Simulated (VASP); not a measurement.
# LuB4Os6 (a cell with a defect) in VASP: further runs, part 2 of 2

VASP 6.6.1. The steps go on from the part before.

### 4 Single point, PBEsol

INCAR reads:

```
ALGO = Normal
EDIFF = 1E-6
ENCUT = 520
GGA = PS
ISIF = 2
ISMEAR = 0
LASPH = True
LCHARG = False
LREAL = False
LWAVE = False
NBANDS = 54
NELM = 100
PREC = Accurate
SIGMA = 0.1
```

KPOINTS reads:

```
k-points
0
Gamma
  3 3 2
```

POSCAR reads:

```
LuB4Os6
1.0
    5.4417090000      0.0000002900      0.0000000000
   -2.7208547500      4.7126598600      0.0000000000
    0.0000000000      0.0000000000      6.1130700000
B Os Lu
4 6 1
Direct
    0.2516849419      0.5963935464      0.0135027081
    0.7450366744      0.4150441241     -0.0046166656
    0.4008579814      0.7466776700      0.4870511870
    0.5834649315      0.2524792508      0.5049575745
    0.4765547266      0.0069342713      0.1867676961
    0.4949759199      0.5031385517      0.2504975405
   -0.0088359388      0.5216788556      0.3135172671
    0.5722627375     -0.0036311057      0.7877081401
    0.4968668275      0.5012464141      0.7500131685
    0.0013300645      0.4258991863      0.7130175182
   -0.0208600631      0.0189523557      0.2501391281
```

Potentials or basis: VASP PAW PBE potentials, release 64 (B, Os, Lu).

Command:

```console
$ cat potpaw_PBE.64/B/POTCAR potpaw_PBE.64/Os/POTCAR potpaw_PBE.64/Lu/POTCAR > POTCAR
$ mpirun -np 1 vasp_std > vasp.out
```

OUTCAR:

```text
EDIFF = 1E-6
   ENCUT = 520
   GGA = PS
   ISIF = 2
   ISMEAR = 0
   LASPH = True
   LREAL = False
   NELM = 100
   PREC = Accurate

 ion  position               nearest neighbor table
   1  0.252  0.596  0.014-   6 2.19  10 2.20   5 2.21   7 2.23   9 2.31   8 2.43
   2  0.745  0.415  0.995-  10 2.20   9 2.22   7 2.27   6 2.27   5 2.28   8 2.35
   3  0.401  0.747  0.487-   6 2.19   8 2.20   7 2.21   5 2.23   9 2.31  10 2.43
   4  0.583  0.252  0.505-   8 2.20   9 2.22   5 2.26   6 2.27   7 2.28  10 2.35
   5  0.477  0.007  0.187-   1 2.21   3 2.23   4 2.26   2 2.28   8 2.50   6 2.68  11 2.73   7 2.75
                            11 2.77   6 2.82   7 2.91
   6  0.495  0.503  0.250-   1 2.19   3 2.19   2 2.27   4 2.27   7 2.68   5 2.68  11 2.72  11 2.73
                             7 2.82   5 2.82   9 3.05   9 3.06
   7  0.991  0.522  0.314-   3 2.21   1 2.23   2 2.27   4 2.28  10 2.50   6 2.68  11 2.73   5 2.75
                            11 2.77   6 2.82   5 2.91
   8  0.572  0.996  0.788-   3 2.20   4 2.20   2 2.35  10 2.38   1 2.43   5 2.50   9 2.52   9 2.98
                            10 3.14  11 3.55
   9  0.497  0.501  0.750-   2 2.22   4 2.22   1 2.31   3 2.31   8 2.52  10 2.53  10 2.98   8 2.98
                             6 3.05   6 3.06
  10  0.001  0.426  0.713-   1 2.20   2 2.20   4 2.35   8 2.38   3 2.43   7 2.50   9 2.53   9 2.98
                             8 3.14  11 3.56
  11  0.979  0.019  0.250-   6 2.72   6 2.73   5 2.73   7 2.73   7 2.77   5 2.77   8 3.55  10 3.56

  LATTYP: Found a hexagonal cell.
 ALAT       =     5.4417090000
 C/A-ratio  =     1.1233731903

  Lattice vectors:

 A1 = (   5.4417090000,   0.0000002900,   0.0000000000)
 A2 = (  -2.7208547500,   4.7126598600,   0.0000000000)
 A3 = (   0.0000000000,   0.0000000000,   6.1130700000)

Analysis of symmetry for initial positions (statically):
=====================================================================
 Subroutine PRICEL returns:
 Original cell was already a primitive cell.

 Routine SETGRP: Setting up the symmetry group for a
 hexagonal supercell.

 Subroutine GETGRP returns: Found  1 space group operations
 (whereof  1 operations were pure point group operations)
 out of a pool of 24 trial point group operations.

The static configuration has the point symmetry C_1 .

Analysis of symmetry for dynamics (positions and initial velocities):
=====================================================================
 Subroutine PRICEL returns:
 Original cell was already a primitive cell.

 Routine SETGRP: Setting up the symmetry group for a
 hexagonal supercell.

 Subroutine GETGRP returns: Found  1 space group operations
 (whereof  1 operations were pure point group operations)
 out of a pool of 24 trial point group operations.

The dynamic configuration has the point symmetry C_1 .

 Subroutine INISYM returns: Found  1 space group operations
 (whereof  1 operations are pure point group operations),
 and found     1 'primitive' translations

----------------------------------------------------------------------------------------

                                     Primitive cell

  volume of cell :     156.7692

  direct lattice vectors                    reciprocal lattice vectors
     5.441709000  0.000000290  0.000000000     0.183765793  0.106097203  0.000000000
    -2.720854750  4.712659860  0.000000000    -0.000000011  0.212194387  0.000000000
[... 75 lines left out ...]
   ions per type =               4   6   1
   NGX,Y,Z   is equivalent  to a cutoff of  12.22, 12.22, 13.05 a.u.
   NGXF,Y,Z  is equivalent  to a cutoff of  24.44, 24.44, 26.11 a.u.
 SYSTEM =  unknown system
   PREC   = accura    normal or accurate (medium, high low for compatibility)
   ISTART =      0    job   : 0-new  1-cont  2-samecut
   ICHARG =      2    charge: 1-file 2-atom 10-const
   ISPIN  =      1    spin polarized calculation?
   LNONCOLLINEAR =      F non collinear calculations
   LSORBIT =      F    spin-orbit coupling
   LASPH  =      T    aspherical Exc in radial PAW
   ENCUT  =  520.0 eV  38.22 Ry    6.18 a.u.  10.12 10.12 11.37*2*pi/ulx,y,z
   NELM   =    100;   NELMIN=  2; NELMDL= -5     # of ELM steps
   EDIFF  = 0.1E-05   stopping-criterion for ELM
   LREAL  =      F    real-space projection
   EDIFFG = 0.1E-04   stopping-criterion for IOM
   NSW    =      0    number of steps for IOM
   IBRION =     -1    ionic relax: 0-MD 1-quasi-New 2-CG
   NFREE  =      0    steps in history (QN), initial steepest desc. (CG)
   ISIF   =      2    stress and relaxation
   ISYM   =      2    0-nonsym 1-usesym 2-fastsym
   POTIM  = 0.5000    time-step for ionic-motion
   TEBEG  =    0.0;   TEEND  =   0.0 temperature during run
   PSTRESS=    0.0 pullay stress
   NELECT =      85.0000    total number of electrons
   NUPDOWN=      -1.0000    fix difference up-down
   EMIN   =  10.00;   EMAX   =-10.00  energy-range for DOS
   EFERMI =   0.00;   METHOD = LEGACY
   ISMEAR =     0;   SIGMA  =   0.10  broadening in eV -4-tet -1-fermi 0-gaus
   EFERMI_NEDOS =   21; number of points for ismear=-14 and -15
   IALGO  =     38    algorithm
   IMIX   =      4    mixing-type and parameters
     AMIX     =   0.40;   BMIX     =  1.00
     AMIX_MAG =   1.60;   BMIX_MAG =  1.00
  volume/ion in A,a.u.               =      14.25        96.18
  Fermi-wavevector in a.u.,A,eV,Ry     =   1.334937  2.522666 24.246366  1.782058
  Thomas-Fermi vector in A             =   2.463680
   LORBIT       =      0    0 simple, 1 ext, 2 COOP (PROOUT), +10 PAW based schemes
   GGA     = PS    functional components
   LHFCALC =     F    Hartree Fock is set to
   AEXX    =    0.0000 exact exchange contribution
   IVDW    =     0    specifies the selected vdW correction
   LEPSILON=     F    determine dielectric tensor
   LRPA    =     F    only Hartree local field effects (RPA)
 non-spin polarized calculation
 Gauss-broadening in eV      SIGMA  =   0.10
  energy-cutoff  :      520.00
  volume of cell :      156.77
 maximum number of plane-waves:      4248
   NGX = 21   NGY = 21   NGZ = 23

 number of electron      85.0000013 magnetization

 Free energy of the ion-electron system (eV)
  ---------------------------------------------------
  ext. energy  EPLUGINS =         0.00000000
  ---------------------------------------------------
  free energy    TOTEN  =      -103.68584166 eV

  energy without entropy =     -103.65511022  energy(sigma->0) =     -103.67047594

 E-fermi :   5.8538     XC(G=0): -12.2786

 val. band max:        5.8391108358   @ k =  -0.3333   0.3333   0.0000
 cond. band min:       5.8623343594   @ k =   0.3333   0.3333   0.0000
 fundamental gap:      0.0232235236
 Fermi energy:         5.8537846016

 k-point     1 :       0.0000    0.0000    0.0000
  band No.  band energies     occupation
      1     -49.6933      2.00000
      2     -20.5815      2.00000
      3     -20.4007      2.00000
      4     -20.3904      2.00000
      5      -5.8371      2.00000
      6      -3.1446      2.00000
[... 559 lines left out ...]
     53       9.7315      0.00000
     54      10.1110      0.00000

------------------------ aborting loop because EDIFF is reached ----------------------------------------

  FORCE on cell =-STRESS in cart. coord.  units (eV):
  Direction    XX          YY          ZZ          XY          YZ          ZX
  --------------------------------------------------------------------------------------
  -------------------------------------------------------------------------------------
  Total        1.9841243      1.6779020    -13.6785117     -0.1780973      1.2731711      0.7649429
  in kB       20.2776989     17.1481145   -139.7940337     -1.8201494     13.0117755      7.8176960
  external PRESSURE =     -34.1227401 kB  Pullay stress =       0.0000000 kB

 VOLUME and BASIS-vectors are now :
 -----------------------------------------------------------------------------
  energy-cutoff  :      520.00
  volume of cell :      156.77
      direct lattice vectors                 reciprocal lattice vectors
     5.441709000  0.000000290  0.000000000     0.183765793  0.106097203  0.000000000
    -2.720854750  4.712659860  0.000000000    -0.000000011  0.212194387  0.000000000
     0.000000000  0.000000000  6.113070000     0.000000000  0.000000000  0.163583928

 POSITION                                       TOTAL-FORCE (eV/Angst)
 -----------------------------------------------------------------------------------
     -0.25310      2.81060      0.08254        -0.032812     -0.012061     -0.020567
      2.92500      1.95596      6.08485         0.023028      0.030994      0.000734
      0.14975      3.51884      2.97738         0.004229      0.033111      0.024931
      2.48809      1.18985      3.08684        -0.024348     -0.031438     -0.000624
      2.57440      0.03268      1.14172        -0.017840      0.000882     -0.027308
      1.32455      2.37112      1.53131        -0.000489     -0.003535      0.002498
      3.97421      2.45850      1.91655        -0.005782     -0.002394      0.028814
      0.40311      4.69555      4.81532         0.060460      0.031000      0.006843
      1.33999      2.36220      4.58488        -0.030514      0.022800      0.001866
     -1.15157      2.00712      4.35873         0.012052     -0.068019     -0.017756
      5.27663      0.08932      1.52912         0.012017     -0.001339      0.000569
 -----------------------------------------------------------------------------------
    total drift:                                0.000648      0.000179     -0.000108

  FREE ENERGIE OF THE ION-ELECTRON SYSTEM (eV)
  ---------------------------------------------------
  free  energy   TOTEN  =      -103.6858416640 eV

  energy  without entropy=     -103.6551102156  energy(sigma->0) =     -103.67047594
```

It took 3 min on 1 thread of AMD EPYC 7R43 (Zen 3), shared host; peak memory 0.27 GiB.

What came out:

```
Free energy            : -103.6858 eV
Pressure               : -3.4 GPa
Largest force          : 0.071 eV/Å
Band gap on the k mesh : none (metal or under the smearing width)
```

Forces in eV/Å, atoms in the order of the input:
```
B   -0.033 -0.012 -0.021
B    0.023  0.031  0.001
B    0.004  0.033  0.025
B   -0.024 -0.031 -0.001
Os  -0.018  0.001 -0.027
Os   0.000 -0.004  0.002
Os  -0.006 -0.002  0.029
Os   0.060  0.031  0.007
Os  -0.031  0.023  0.002
Os   0.012 -0.068 -0.018
Lu   0.012 -0.001  0.001
```

Caveat: the k mesh is coarse (spacing up to 0.51 Å⁻¹), so the values aren't converged; the PAW data sets were made with another functional, which shifts forces and pressure a little. The run has no spin-orbit coupling, so splittings on Lu, Os are missing.
